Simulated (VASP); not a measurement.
VASP ran on this input.

**KPOINTS**
```
Regular mesh
0
G
1 1 1
0 0 0
```

INCAR:
```
SYSTEM = BeSe
PREC = Accurate; ENCUT = 300; LREAL = .False.
LASPH = .True.
EDIFF = 1E-6; NELM = 100; ALGO = Normal
LMAXMIX = 4
ISMEAR = 0; SIGMA = 0.01
GGA = PE
ISIF = 2
LWAVE = .False.; LCHARG = .False.
```

### POSCAR
```
BeSe
5.0976560
  0.0000000000   0.5000000000   0.5000000000
  0.5000000000   0.0000000000   0.5000000000
  0.5000000000   0.5000000000   0.0000000000
Be Se
1 1
Cart
  0.0000000000   0.0000000000   0.0000000000
  0.2500000000   0.2500000000   0.2500000000
```

POTCAR, in this order: Be Se (PBE.64 set). Program: vasp_std.

Q: Write an equivalent input for Ansatz.

A: One equivalent input (not run):
Ansatz 0.2 input:
```yaml
crystal:
  lattice:
    - [0.0000000, 2.5488280, 2.5488280]
    - [2.5488280, 0.0000000, 2.5488280]
    - [2.5488280, 2.5488280, 0.0000000]
  atoms:
    - { symbol: Be, position: [0.0000000, 0.0000000, 0.0000000] }
    - { symbol: Se, position: [0.2500000, 0.2500000, 0.2500000] }
kpoints:
  mp_grid: { grid: [1, 1, 1] }
hamiltonian:
  xc: pbe
  pseudopotentials: { kind: paw }
scf:
  occupations: { method: gaussian, width: 0.01 }
  max_iter: 100
output: { forces: true, stress: true, eigenvalues: true }
```
Limits of the translation: each code has its own PAW files, so the cut-off isn't converted (ENCUT is set for VASP's; basis.ecutwfc is left out, and Ansatz then takes the one that its files recommend); Ansatz stops its SCF on the density residual and VASP on the energy change (EDIFF).

The structure comes from a computed database's BeSe entry; how it stands against other phases isn't given here. The cell was not relaxed at this level. The k-mesh is coarse (spacing up to 2.13 per Å, 2π included), so the numbers may not be converged in it. The run is one of a series of settings (KPOINTS 1×1×1 Γ-centred mesh against the base run), some of them coarse on purpose.
